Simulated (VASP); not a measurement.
Output of a VASP run:

File OSZICAR:
```
       N       E                     dE             d eps       ncg     rms          rms(c)
DAV:   1    -0.231105472622E+04   -0.23111E+04   -0.24743E+04   274   0.155E+03
DAV:   2    -0.284098417758E+04   -0.52993E+03   -0.51625E+03   266   0.443E+02
DAV:   3    -0.292846214462E+04   -0.87478E+02   -0.86382E+02   308   0.172E+02
DAV:   4    -0.293356390676E+04   -0.51018E+01   -0.50673E+01   300   0.427E+01
DAV:   5    -0.396878776716E+02    0.28939E+04   -0.28967E+01   324   0.852E+01    0.129E+01
DAV:   6    -0.387026363660E+02    0.98524E+00   -0.45123E+00   364   0.169E+01    0.100E+01
DAV:   7    -0.385410052618E+02    0.16163E+00   -0.19547E+00   396   0.218E+01    0.718E+00
DAV:   8    -0.385754795249E+02   -0.34474E-01   -0.45351E-01   396   0.621E+00    0.455E+00
DAV:   9    -0.385612001044E+02    0.14279E-01   -0.36315E-02   388   0.256E+00    0.243E+00
DAV:  10    -0.385561082300E+02    0.50919E-02   -0.20398E-02   388   0.127E+00    0.114E+00
DAV:  11    -0.385557799190E+02    0.32831E-03   -0.30023E-03   340   0.302E-01    0.557E-01
DAV:  12    -0.385556738236E+02    0.10610E-03   -0.69577E-04   404   0.213E-01    0.284E-01
DAV:  13    -0.385557087641E+02   -0.34940E-04   -0.21846E-04   396   0.141E-01    0.148E-01
DAV:  14    -0.385557612728E+02   -0.52509E-04   -0.85685E-05   348   0.504E-02    0.838E-02
DAV:  15    -0.385557983775E+02   -0.37105E-04   -0.27836E-05   316   0.321E-02    0.477E-02
DAV:  16    -0.385558193919E+02   -0.21014E-04   -0.88352E-06   332   0.177E-02    0.281E-02
DAV:  17    -0.385558307866E+02   -0.11395E-04   -0.43186E-06   276   0.106E-02    0.182E-02
DAV:  18    -0.385558368188E+02   -0.60323E-05   -0.17729E-06   236   0.732E-03    0.121E-02
DAV:  19    -0.385558399605E+02   -0.31417E-05   -0.93140E-07   204   0.656E-03    0.816E-03
DAV:  20    -0.385558415761E+02   -0.16156E-05   -0.62897E-07   182   0.776E-03    0.572E-03
DAV:  21    -0.385558424239E+02   -0.84778E-06   -0.45975E-07   155   0.787E-03
   1 F= -.38555842E+02 E0= -.38557674E+02  d E =0.549598E-02
```

OUTCAR:
```
------------------------ aborting loop because EDIFF is reached ----------------------------------------
  FORCE on cell =-STRESS in cart. coord.  units (eV):
  Direction    XX          YY          ZZ          XY          YZ          ZX
  --------------------------------------------------------------------------------------
  Total       -3.5787578     -3.5787578     -3.7323309     -0.0000016      0.0000000      0.0000000
  in kB      -34.3033186    -34.3033186    -35.7753561     -0.0000155      0.0000000      0.0000000
  external PRESSURE =     -34.7939978 kB  Pullay stress =       0.0000000 kB
  volume of cell :      167.15
      direct lattice vectors                 reciprocal lattice vectors
    -2.754108000  2.754108000  5.509153000     0.000000000  0.181546984  0.090758053
     2.754108000 -2.754108000  5.509153000     0.181546984  0.000000000  0.090758053
     2.754108000  2.754108000 -5.509153000     0.181546984  0.181546984  0.000000000
 POSITION                                       TOTAL-FORCE (eV/Angst)
 -----------------------------------------------------------------------------------
      0.00000      2.75411      2.75458         0.000000     -0.000000      0.000000
      0.00000      0.00000      0.00000         0.000000     -0.000000      0.000000
      2.75411      0.00000      2.75458         0.000000     -0.000000      0.000000
      0.00000      0.00000      5.50915         0.000000     -0.000000      0.000000
      1.33437      1.29625      1.42125         0.268396      0.460657     -0.226822
      1.29625      4.17385     -1.42125         0.460657     -0.268396      0.226822
      1.41974      1.45786      6.93040        -0.268396     -0.460657     -0.226822
      1.45786     -1.41974      4.08790        -0.460657      0.268396      0.226822
 -----------------------------------------------------------------------------------
    total drift:                               -0.001026     -0.000523     -0.000200
  FREE ENERGIE OF THE ION-ELECTRON SYSTEM (eV)
  ---------------------------------------------------
  free  energy   TOTEN  =       -38.5558424239 eV

  energy  without entropy=      -38.5613384022  energy(sigma->0) =      -38.55767442

  exchange ACFDT corr.  =         0.00000000  see jH, gK, PRB 81, 115126
```
(Selected blocks of OUTCAR.)

POSCAR:
```
ZnCu2SnS4
1
   -2.7541080000     2.7541080000     5.5091530000
    2.7541080000    -2.7541080000     5.5091530000
    2.7541080000     2.7541080000    -5.5091530000
Zn Cu Sn S
1 2 1 4
Direct
  0.7500000000   0.2500000000   0.5000000000
  0.0000000000   0.0000000000   0.0000000000
  0.2500000000   0.7500000000   0.5000000000
  0.5000000000   0.5000000000   0.0000000000
  0.3643200000   0.3712400000   0.4775800000
  0.6287600000   0.1063400000   0.9930800000
  0.8936600000   0.8867400000   0.5224200000
  0.1132600000   0.6356800000   0.0069200000
```

Problem. Write an INCAR and KPOINTS that could have produced this output.

Solution. One answer among several that fit: the input of the run itself, HSE06 screened hybrid, plane waves, VASP's PBE PAW potentials (set 64).

**KPOINTS**
```
Automatic mesh
0
Gamma
  2 2 2
0.5 0.5 0.5
```

### INCAR
```
AEXX=0.25
ALGO=Normal
EDIFF=1E-6
ENCUT=300
GGA=PE
HFSCREEN=0.2
ISIF=2
ISMEAR=1
ISYM=3
LASPH=T
LCHARG=F
LHFCALC=T
LMAXMIX=4
LREAL=F
LWAVE=F
NELM=100
PREC=Accurate
PRECFOCK=Fast
SIGMA=0.136
SYSTEM=ZnCu2SnS4
```

POTCAR, in this order: Zn Cu Sn_d S (PBE.64 set). Program: vasp_std.

At this cut-off the stress carries a Pulay error, which pulls relaxed volumes low.

The structure comes from a computed database's ZnCu2SnS4 entry, a phase known from measurement. The cell was not relaxed at this level. The k-mesh is coarse (spacing up to 0.81 per Å, 2π included), so the numbers may not be converged in it. The run is one of a series of settings (AEXX = 0.25, GGA = PE, HFSCREEN = 0.2, ISYM = 3, LHFCALC = .TRUE., PRECFOCK = Fast, KPOINTS 2×2×2 Γ-centred mesh shifted by (0.5, 0.5, 0.5) against the base run), some of them coarse on purpose.
